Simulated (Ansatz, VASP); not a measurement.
# HfB2 in two plane-wave programs

Wanted: the spread between two codes on one cell, functional and k mesh. The cell is taken from a series of runs on this material, whose earlier steps may have relaxed, scaled, displaced or heated it; both programs get it as it stands.

Calculated with Ansatz 0.2.0; plane waves, with VASP 6.6.1 beside it; zone-centre phonons at PBEsol.

## (1) Set-up

It takes space group P6/mmm (No. 191, hexagonal). Conventional cell: a = 3.221 Å, b = 3.221 Å, c = 3.390 Å, α = 90.00°, β = 90.00°, γ = 120.00°. Nearest to B lie 3 B at 1.86 Å and 6 Hf at 2.52 Å. Nearest to Hf lie 12 B at 2.52 Å. Farther neighbours are not listed.

## (2) VASP: zone-centre phonons, PBEsol

Second derivatives magnify differences that forces hide, and they need a tight electronic threshold.

Lines of VASP's logs that name or quote its potential files are left out, and so is its time.

INCAR reads:

```
SYSTEM = HfB2
PREC = Accurate
ENCUT = 500
EDIFF = 1E-08
NELM = 120
ISMEAR = 1
SIGMA = 0.2
LREAL = .FALSE.
ALGO = Normal
GGA = PS
NBANDS = 14
LASPH = .TRUE.
LORBIT = 11
LWAVE = .FALSE.
LCHARG = .FALSE.
ISIF = 2
IBRION = 8
GGA_COMPAT = .FALSE.
KPAR = 2
```

POSCAR reads:

```
HfB2
1.0
    3.2209711190      0.0000000000      0.0000000000
   -1.6104855595      2.7894428139      0.0000000000
    0.0000000000      0.0000000000      3.3901848342
B Hf
2 1
Direct
    0.3333333333      0.6666666667      0.5000000000
    0.6666666667      0.3333333333      0.5000000000
    0.0000000000      0.0000000000      0.0000000000
```

KPOINTS reads:

```
Automatic mesh
0
Gamma
15 15 12
0 0 0
```

PAW data sets: B and Hf_pv (PBE family, release 64).

On the command line:

```bash
> mpirun -np 2 vasp_std
```

Numbers of over 12 decimals in the logs are rounded to 6 here.

Log:

```text
[banner, memory and clock lines left out]
running    2 mpi-ranks, on    1 nodes
 distrk:  each k-point on    1 cores,    2 groups
 distr:  one band on    1 cores,    1 groups

 POSCAR found type information on POSCAR B Hf
 POSCAR found :  2 types and       3 ions
|                                                                             |
|               ----> ADVICE to this user running VASP <----                  |
|                                                                             |
|     You enforced a specific xc type in the INCAR file but a different       |
|     [... a line on the potential file left out ...]
|     I HOPE YOU KNOW WHAT YOU ARE DOING!                                     |
|                                                                             |

 LDA part: xc-table for (Slater+PW92), standard interpolation
 POSCAR, INCAR and KPOINTS ok, starting setup
 FFT: planning ... GRIDC
 FFT: planning ... GRID_SOFT
 FFT: planning ... GRID
 WAVECAR not read
 entering main loop
       N       E                     dE             d eps       ncg     rms          rms(c)
DAV:   1     0.254730889156E+02    0.25473E+02   -0.79208E+03  5292   0.105E+03
DAV:   2    -0.282107936723E+02   -0.53684E+02   -0.50282E+02  6796   0.220E+02
DAV:   3    -0.297628333768E+02   -0.15520E+01   -0.15407E+01  7134   0.279E+01
DAV:   4    -0.297709153650E+02   -0.80820E-02   -0.80808E-02  6060   0.240E+00
DAV:   5    -0.297709726948E+02   -0.57330E-04   -0.57327E-04  7050   0.176E-01    0.530E+01
DAV:   6    -0.278817918459E+02    0.18892E+01   -0.30644E+00  6468   0.116E+01    0.379E+01
DAV:   7    -0.278406136565E+02    0.41178E-01   -0.11285E+00  6726   0.738E+00    0.988E+00
DAV:   8    -0.277731399680E+02    0.67474E-01   -0.32466E-01  6366   0.403E+00    0.149E+00
DAV:   9    -0.277694527192E+02    0.36872E-02   -0.22873E-02  6276   0.118E+00    0.295E-01
DAV:  10    -0.277693523805E+02    0.10034E-03   -0.72242E-04  6584   0.219E-01    0.259E-01
DAV:  11    -0.277693562938E+02   -0.39133E-05   -0.46575E-05  6678   0.513E-02    0.640E-02
DAV:  12    -0.277693545976E+02    0.16962E-05   -0.36600E-06  6390   0.149E-02    0.232E-02
DAV:  13    -0.277693546993E+02   -0.10175E-06   -0.15613E-07  6666   0.338E-03    0.156E-03
DAV:  14    -0.277693547051E+02   -0.57632E-08   -0.17754E-08  5630   0.106E-03
   1 F= -.27769355E+02 E0= -.27769267E+02  d E =-.262678E-03
 Linear response reoptimize wavefunctions to high precision
DAV:   1    -0.277693547260E+02   -0.20945E-07   -0.35399E-09  5954   0.488E-04
DAV:   2    -0.277693547260E+02   -0.20691E-10   -0.13773E-10  2982   0.979E-05
 Linear response DOF=           4
 Linear response progress:
  Degree of freedom:   1/  4
       N       E                     dE             d eps       ncg     rms          rms(c)
RMM:   1    -0.432678221313E-01   -0.43268E-01    0.28421E-02 53191   0.113E+00
RMM:   2    -0.422929465600E-01    0.97488E-03   -0.12447E-03 38680   0.201E-01    0.280E-01
RMM:   3    -0.422194177351E-01    0.73529E-04   -0.50846E-04 34573   0.112E-01    0.149E-01
RMM:   4    -0.426888356829E-01   -0.46942E-03   -0.47819E-04 35235   0.103E-01    0.194E-02
RMM:   5    -0.426476786140E-01    0.41157E-04   -0.17391E-05 38466   0.232E-02    0.627E-03
RMM:   6    -0.426448682130E-01    0.28104E-05   -0.86590E-07 40713   0.460E-03    0.170E-03
RMM:   7    -0.426395563877E-01    0.53118E-05   -0.12404E-07 40194   0.179E-03    0.737E-04
RMM:   8    -0.426407408422E-01   -0.11845E-05   -0.97298E-09 42076   0.424E-04    0.279E-04
RMM:   9    -0.426406268882E-01    0.11395E-06   -0.62214E-09 41732   0.118E-04    0.128E-04
RMM:  10    -0.426407759611E-01   -0.14907E-06   -0.23572E-09 39668   0.551E-05    0.198E-05
RMM:  11    -0.426407785833E-01   -0.26222E-08   -0.19240E-09 41456   0.163E-05    0.109E-05
 first order change of Fermi-energy   0.16642E-04
 force on displaced ion       1 direction 1 : -13.133  -0.001   0.000
 Linear response progress:
  Degree of freedom:   2/  4
       N       E                     dE             d eps       ncg     rms          rms(c)
RMM:   1    -0.438318413578E-01   -0.43832E-01    0.37627E-02 18365   0.123E+00
RMM:   2    -0.438650317622E-01   -0.33190E-04   -0.10158E-03 13900   0.184E-01    0.392E-01
RMM:   3    -0.438332177003E-01    0.31814E-04   -0.56732E-04 12331   0.121E-01    0.193E-01
RMM:   4    -0.442676080998E-01   -0.43439E-03   -0.34703E-04 13506   0.863E-02    0.255E-02
RMM:   5    -0.442839942302E-01   -0.16386E-04   -0.18438E-05 13823   0.258E-02    0.761E-03
RMM:   6    -0.442834454458E-01    0.54878E-06   -0.12305E-06 13978   0.590E-03    0.186E-03
RMM:   7    -0.442711906822E-01    0.12255E-04   -0.19532E-07 13221   0.217E-03    0.350E-04
RMM:   8    -0.442716216271E-01   -0.43094E-06   -0.34184E-08 14810   0.448E-04    0.123E-04
RMM:   9    -0.442714548857E-01    0.16674E-06   -0.10749E-08 14963   0.128E-04    0.514E-05
RMM:  10    -0.442715566997E-01   -0.10181E-06   -0.23319E-09 14856   0.479E-05    0.390E-05
RMM:  11    -0.442714803202E-01    0.76380E-07   -0.48042E-09 13533   0.321E-05    0.776E-06
RMM:  12    -0.442714880432E-01   -0.77230E-08   -0.17835E-09 14899   0.112E-05    0.268E-06
 first order change of Fermi-energy  -0.79810E-04
 force on displaced ion       1 direction 3 :  -0.000   0.000  -9.201
 Linear response progress:
  Degree of freedom:   3/  4
       N       E                     dE             d eps       ncg     rms          rms(c)
RMM:   1    -0.208219444793E+00   -0.20822E+00    0.46210E+00 13825   0.126E+01
RMM:   2    -0.207759641162E+00    0.45980E-03   -0.33685E-02 19258   0.126E+00    0.507E-01
RMM:   3    -0.207162678859E+00    0.59696E-03   -0.11847E-03 25586   0.172E-01    0.236E-01
RMM:   4    -0.206700753207E+00    0.46193E-03   -0.82939E-05 26429   0.551E-02    0.142E-01
RMM:   5    -0.206275275902E+00    0.42548E-03   -0.25904E-05 26435   0.364E-02    0.122E-02
RMM:   6    -0.206258921263E+00    0.16355E-04   -0.22096E-06 26241   0.993E-03    0.427E-03
RMM:   7    -0.206272556622E+00   -0.13635E-04    0.66865E-07 27933   0.259E-03    0.381E-03
RMM:   8    -0.206271042430E+00    0.15142E-05    0.83382E-07 26949   0.691E-04    0.520E-04
RMM:   9    -0.206270669091E+00    0.37334E-06    0.28326E-07 28757   0.284E-04    0.298E-04
RMM:  10    -0.206270859797E+00   -0.19071E-06    0.27488E-08 27953   0.101E-04    0.254E-05
RMM:  11    -0.206270850936E+00    0.88613E-08    0.34069E-08 28420   0.447E-05    0.199E-05
 first order change of Fermi-energy   0.68786E-04
 force on displaced ion       3 direction 1 : -13.547   0.000   0.000
 Linear response progress:
  Degree of freedom:   4/  4
       N       E                     dE             d eps       ncg     rms          rms(c)
RMM:   1    -0.223785808153E+00   -0.22379E+00    0.45627E+00  6028   0.127E+01
RMM:   2    -0.223307335618E+00    0.47847E-03   -0.38142E-02  8162   0.132E+00    0.758E-01
RMM:   3    -0.222831206326E+00    0.47613E-03   -0.21401E-03 10707   0.204E-01    0.378E-01
RMM:   4    -0.222388661260E+00    0.44255E-03   -0.18763E-04 10181   0.723E-02    0.163E-01
RMM:   5    -0.222125249714E+00    0.26341E-03   -0.28277E-05 10571   0.334E-02    0.239E-02
RMM:   6    -0.222063115956E+00    0.62134E-04   -0.37955E-06 10848   0.101E-02    0.514E-03
RMM:   7    -0.222074912972E+00   -0.11797E-04    0.11875E-05 11596   0.287E-03    0.439E-03
RMM:   8    -0.222074838400E+00    0.74571E-07    0.19750E-05 11598   0.890E-04    0.411E-04
RMM:   9    -0.222074056555E+00    0.78185E-06    0.11328E-05 11289   0.370E-04    0.144E-04
RMM:  10    -0.222073834041E+00    0.22251E-06    0.55416E-06 12116   0.142E-04    0.794E-05
RMM:  11    -0.222073849794E+00   -0.15753E-07    0.27607E-06 11697   0.661E-05    0.373E-05
RMM:  12    -0.222073785323E+00    0.64471E-07    0.13568E-06 11670   0.365E-05    0.297E-05
RMM:  13    -0.222073805980E+00   -0.20658E-07    0.69331E-07 11227   0.213E-05    0.899E-06
RMM:  14    -0.222073785379E+00    0.20602E-07    0.37583E-07 10484   0.142E-05    0.279E-06
RMM:  15    -0.222073777371E+00    0.80074E-08    0.19004E-07  8793   0.998E-06    0.135E-06
RMM:  16    -0.222073773662E+00    0.37097E-08    0.99821E-08  7279   0.790E-06    0.889E-07
 first order change of Fermi-energy   0.49901E-03
 force on displaced ion       3 direction 3 :   0.000   0.000 -15.027
 Linear response finished
```

Parts of OUTCAR (step 2):

```text
ion  position               nearest neighbor table
   1  0.333  0.667  0.500-   2 1.86   2 1.86   2 1.86   3 2.52   3 2.52   3 2.52   3 2.52   3 2.52
                             3 2.52
   2  0.667  0.333  0.500-   1 1.86   1 1.86   1 1.86   3 2.52   3 2.52   3 2.52   3 2.52   3 2.52
                             3 2.52
   3  0.000  0.000  0.000-   1 2.52   2 2.52   1 2.52   2 2.52   1 2.52   1 2.52   2 2.52   2 2.52
                             2 2.52   2 2.52   1 2.52   1 2.52

  LATTYP: Found a hexagonal cell.
 ALAT       =     3.2209711190
 C/A-ratio  =     1.0525349992

 Subroutine GETGRP returns: Found 24 space group operations
 (whereof 24 operations were pure point group operations)

The static configuration has the point symmetry D_6h.

 Found    189 irreducible k-points:

   k-points           NKPTS =    189   k-points in BZ     NKDIM =    189   number of bands    NBANDS=     14

   dimension x,y,z NGX =    24 NGY =   24 NGZ =   28
   dimension x,y,z NGXF=    48 NGYF=   48 NGZF=   56

   ENCUT  =  500.0 eV  36.75 Ry    6.06 a.u.   5.87  5.87  6.18*2*pi/ulx,y,z

   NELECT =      16.0000    total number of electrons

 k-points in reciprocal lattice and weights: Automatic mesh
   0.00000000  0.00000000  0.00000000       0.000
   0.06666667  0.00000000  0.00000000       0.002
   0.13333333  0.00000000  0.00000000       0.002
   0.20000000  0.00000000  0.00000000       0.002
   0.26666667  0.00000000  0.00000000       0.002
   0.33333333  0.00000000  0.00000000       0.002
   0.40000000  0.00000000  0.00000000       0.002
   0.46666667  0.00000000  0.00000000       0.002
   0.06666667  0.06666667  0.00000000       0.002
[...]
0.33333333  0.26666667  0.50000000       0.004
   0.33333333  0.33333333  0.50000000       0.001

 average (electrostatic) potential at core
       1 -25.5771       2 -25.5771       3 -34.3761

  Total       -3.1510969     -3.1510969      0.0159149      0.0000000      0.0000000      0.0000000
  in kB     -165.7466183   -165.7466183      0.8371207      0.0000000      0.0000000      0.0000000
  external PRESSURE =    -110.2187053 kB  Pullay stress =       0.0000000 kB

  energy-cutoff  :      500.00
  volume of cell :       30.46
      direct lattice vectors                 reciprocal lattice vectors
     3.220971119  0.000000000  0.000000000     0.310465373  0.179247267  0.000000000
    -1.610485560  2.789442814  0.000000000     0.000000000  0.358494533  0.000000000
     0.000000000  0.000000000  3.390184834     0.000000000  0.000000000  0.294969168

 POSITION                                       TOTAL-FORCE (eV/Angst)
 -----------------------------------------------------------------------------------
     -0.00000      1.85963      1.69509         0.000000      0.000000      0.000000
      1.61049      0.92981      1.69509        -0.000000      0.000000      0.000000
      0.00000      0.00000      0.00000         0.000000      0.000000      0.000000
 -----------------------------------------------------------------------------------
    total drift:                               -0.000000      0.000000      0.000000

 Eigenvectors and eigenvalues of the dynamical matrix
 ----------------------------------------------------

   1 f  =   20.991480 THz   131.893356 2PiTHz  700.200390 cm-1    86.813745 meV
             X         Y         Z           dx          dy          dz
     -0.000000  1.859629  1.695092    -0.707107    0.000001   -0.000000
      1.610486  0.929814  1.695092     0.707107   -0.000001    0.000000
      0.000000  0.000000  0.000000    -0.000000   -0.000000    0.000000

   2 f  =   20.991480 THz   131.893356 2PiTHz  700.200390 cm-1    86.813745 meV
             X         Y         Z           dx          dy          dz
     -0.000000  1.859629  1.695092     0.000001    0.707107    0.000000
      1.610486  0.929814  1.695092    -0.000001   -0.707107   -0.000000
      0.000000  0.000000  0.000000    -0.000000   -0.000000    0.000000

   3 f  =   15.689544 THz    98.580314 2PiTHz  523.346866 cm-1    64.886712 meV
             X         Y         Z           dx          dy          dz
     -0.000000  1.859629  1.695092     0.000000   -0.000000   -0.707107
      1.610486  0.929814  1.695092     0.000000   -0.000000    0.707107
      0.000000  0.000000  0.000000    -0.000000    0.000000   -0.000000

   4 f  =   13.799061 THz    86.702058 2PiTHz  460.287134 cm-1    57.068306 meV
             X         Y         Z           dx          dy          dz
     -0.000000  1.859629  1.695092     0.000000   -0.000000    0.667811
      1.610486  0.929814  1.695092    -0.000000   -0.000000    0.667811
      0.000000  0.000000  0.000000     0.000000    0.000000   -0.328718

   5 f  =   13.103819 THz    82.333723 2PiTHz  437.096354 cm-1    54.193017 meV
             X         Y         Z           dx          dy          dz
     -0.000000  1.859629  1.695092    -0.667823   -0.000016   -0.000000
      1.610486  0.929814  1.695092    -0.667823   -0.000016    0.000000
      0.000000  0.000000  0.000000     0.328673    0.000008    0.000000

   6 f  =   13.103819 THz    82.333723 2PiTHz  437.096354 cm-1    54.193017 meV
             X         Y         Z           dx          dy          dz
     -0.000000  1.859629  1.695092     0.000016   -0.667823   -0.000000
      1.610486  0.929814  1.695092     0.000016   -0.667823   -0.000000
      0.000000  0.000000  0.000000    -0.000008    0.328673    0.000000

   7 f/i=    0.000141 THz     0.000888 2PiTHz    0.004713 cm-1     0.000584 meV
             X         Y         Z           dx          dy          dz
     -0.000000  1.859629  1.695092    -0.000000    0.000000    0.232439
      1.610486  0.929814  1.695092    -0.000000    0.000000    0.232439
      0.000000  0.000000  0.000000    -0.000000    0.000000    0.944428

   8 f/i=    0.000503 THz     0.003160 2PiTHz    0.016777 cm-1     0.002080 meV
             X         Y         Z           dx          dy          dz
     -0.000000  1.859629  1.695092     0.192992   -0.129487    0.000000
      1.610486  0.929814  1.695092     0.192992   -0.129487    0.000000
      0.000000  0.000000  0.000000     0.784272   -0.526205    0.000000

   9 f/i=    0.000503 THz     0.003160 2PiTHz    0.016777 cm-1     0.002080 meV
             X         Y         Z           dx          dy          dz
     -0.000000  1.859629  1.695092     0.129487    0.192992   -0.000000
      1.610486  0.929814  1.695092     0.129487    0.192992   -0.000000
      0.000000  0.000000  0.000000     0.526205    0.784272   -0.000000

 ELASTIC MODULI CONTR FROM IONIC RELAXATION (kBar)
 Direction    XX          YY          ZZ          XY          YZ          ZX
 --------------------------------------------------------------------------------
 XX         -43.8168     43.8168      0.0000      0.0000      0.0000      0.0000
 YY          43.8168    -43.8168      0.0000     -0.0000      0.0000      0.0000
 ZZ           0.0000      0.0000      0.0000      0.0000      0.0000      0.0000
 XY           0.0000     -0.0000      0.0000    -43.8168      0.0000      0.0000
 YZ           0.0000      0.0000      0.0000      0.0000      0.0000      0.0000
 ZX           0.0000      0.0000      0.0000      0.0000      0.0000      0.0000
 --------------------------------------------------------------------------------
```

Energies printed during the response cycles are not total energies of the cell. Harder data sets than Hf_pv exist (the GW ones), and pressures, volumes and forces can shift noticeably with them. The PAW data sets were made with PBE, which is usual practice but a small mismatch for other functionals.

(Continued in part 2 of 2.)

[Lines on the potential files, build, host, timing and source positions are cut from VASP's logs without a mark.]

[Logs are printed without paths, hosts, clocks, repeated set-up lines and the standing remarks that a program may print on its own settings, such as how far it seeks lower states.]

[Hosts, paths, dates, database ids (printed as entryN), source tags and the programs' standing remarks are cut or masked in the printed files.]
